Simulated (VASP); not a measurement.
A convergence study with VASP on KTaO₃ (cubic perovskite): a few settings are varied, all else stays as given below, so the limit is that of these other settings. The cell's lengths are 1 % over those of the tabulated start and one atom is moved, so it is off equilibrium.

```yaml
crystal:
  lattice:
    - [4.02990, 0.00000, 0.00000]
    - [0.00000, 4.02990, 0.00000]
    - [0.00000, 0.00000, 4.02990]
  atoms:
    - { symbol: K, position: [0.00000, 0.00000, 0.00000] }
    - { symbol: Ta, position: [0.50000, 0.50000, 0.50000] }
    - { symbol: O, position: [0.50000, 0.00000, 0.50000] }
    - { symbol: O, position: [0.00000, 0.50000, 0.50000] }
    - { symbol: O, position: [0.51504, 0.50000, 0.00000] }
```

These are PBEsol GGA, VASP's PBE PAW potentials (set 64) (plane waves; VASP) values and carry that method's errors. The last row used: 700 eV cut-off, 4×4×4 Γ-centred mesh, Gaussian smearing of 0.050 eV, potentials K_sv Ta_pv O.

```csv
setting,E (eV/atom),pressure (GPa),largest force (eV/Å),electronic steps
"ALGO = Normal, EDIFF = 1E-2",-8.5743,-3.19,0.314,9
"ALGO = Normal, EDIFF = 1E-3",-8.5741,-5.88,0.314,11
"ALGO = Normal, EDIFF = 1E-4",-8.5741,-5.85,0.314,11
"ALGO = Normal, EDIFF = 1E-5",-8.5741,-5.83,0.314,13
"ALGO = Normal, EDIFF = 1E-6",-8.5741,-5.86,0.314,14
"ALGO = Normal, EDIFF = 1E-8",-8.5741,-5.86,0.314,17
"ALGO = Normal, EDIFF = 1E-9",-8.5741,-5.86,0.314,18
"ALGO = Fast, EDIFF = 1E-2",-8.5741,-5.88,0.315,10
"ALGO = Fast, EDIFF = 1E-3",-8.5740,-6.23,0.314,12
"ALGO = Fast, EDIFF = 1E-4",-8.5740,-5.95,0.314,14
"ALGO = Fast, EDIFF = 1E-5",-8.5741,-5.85,0.314,18
"ALGO = Fast, EDIFF = 1E-6",-8.5741,-5.86,0.314,23
"ALGO = Fast, EDIFF = 1E-7",-8.5741,-5.86,0.314,28
"ALGO = Fast, EDIFF = 1E-8",-8.5741,-5.86,0.314,33
"ALGO = Fast, EDIFF = 1E-9",-8.5741,-5.86,0.314,39
"ALGO = All, EDIFF = 1E-2",-8.5734,-5.05,0.313,13
"ALGO = All, EDIFF = 1E-3",-8.5739,-6.23,0.314,15
"ALGO = All, EDIFF = 1E-4",-8.5740,-5.81,0.312,18
"ALGO = All, EDIFF = 1E-5",-8.5741,-5.82,0.314,21
"ALGO = All, EDIFF = 1E-6",-8.5741,-5.86,0.314,26
"ALGO = All, EDIFF = 1E-7",-8.5741,-5.85,0.314,31
"ALGO = All, EDIFF = 1E-8",-8.5741,-5.86,0.314,40
"ALGO = All, EDIFF = 1E-9",-8.5741,-5.86,0.314,44
```

Left out are rungs that failed or repeat a setting and relaxations that didn't move; long series are thinned to 24 rows.

The compound is KTaO3 in the cubic perovskite structure. The cell was not relaxed at this level, it is distorted from the ideal structure.
